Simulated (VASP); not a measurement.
A VASP calculation is set up with these files.

### POSCAR
```
MnF2
1
    4.9157068169     0.0000000000     0.0000000000
   -0.0000000000     4.9157068169     0.0000000000
    0.0000000000     0.0000000000     3.3432914765
Mn F
2 4
Direct
  1.0000000000   0.0000000000   0.0000000000
  0.5000000000   0.5000000000   0.5000000000
  0.3044281284   0.3044281284   0.0000000000
  0.8044281284   0.1955718716   0.5000000000
  0.1955718716   0.8044281284   0.5000000000
  0.6955718716   0.6955718716   0.0000000000
```

INCAR:
```
ALGO = Normal
EDIFF = 1E-6
EDIFFG = -0.02
ENCUT = 520
GGA = PE
IBRION = 2
ISIF = 3
ISMEAR = 0
ISPIN = 2
LASPH = T
LCHARG = F
LMAXMIX = 4
LORBIT = 10
LREAL = F
LWAVE = F
MAGMOM = 5.0 -5.0 4*0.0
NELM = 100
NSW = 60
PREC = Accurate
SIGMA = 0.05
SYSTEM = MnF2
```

File KPOINTS:
```
Automatic mesh
0
Gamma
4 4 6
0 0 0
```

POTCAR, in this order: Mn_pv F (PBE.64 set). Program: vasp_std.

Write an equivalent input for Ansatz.

One equivalent input (not run):
Ansatz 0.2 input:
```yaml
crystal:
  lattice:
    - [4.9157068, 0.0000000, 0.0000000]
    - [0.0000000, 4.9157068, 0.0000000]
    - [0.0000000, 0.0000000, 3.3432915]
  atoms:
    - { symbol: Mn, position: [1.0000000, 0.0000000, 0.0000000], spin: 5 }
    - { symbol: Mn, position: [0.5000000, 0.5000000, 0.5000000], spin: -5 }
    - { symbol: F, position: [0.3044281, 0.3044281, 0.0000000] }
    - { symbol: F, position: [0.8044281, 0.1955719, 0.5000000] }
    - { symbol: F, position: [0.1955719, 0.8044281, 0.5000000] }
    - { symbol: F, position: [0.6955719, 0.6955719, 0.0000000] }
kpoints:
  mp_grid: { grid: [4, 4, 6] }
hamiltonian:
  xc: pbe
  pseudopotentials: { kind: paw }
magnetization: { spin_polarized: true }
scf:
  occupations: { method: gaussian, width: 0.05 }
  max_iter: 100
relax:
  max_steps: 60
  f_tol: 0.02
  cell: {}
output: { forces: true, stress: true, eigenvalues: true }
```
Limits of the translation: each code has its own PAW files, so the cut-off isn't converted (ENCUT is set for VASP's; basis.ecutwfc is left out, and Ansatz then takes the one that its files recommend); Ansatz stops its SCF on the density residual and VASP on the energy change (EDIFF).

The compound is MnF2 in the rutile structure. This run relaxes it. Symmetry was kept, so distortions that lower it aren't found. The start is the result of an earlier pass.
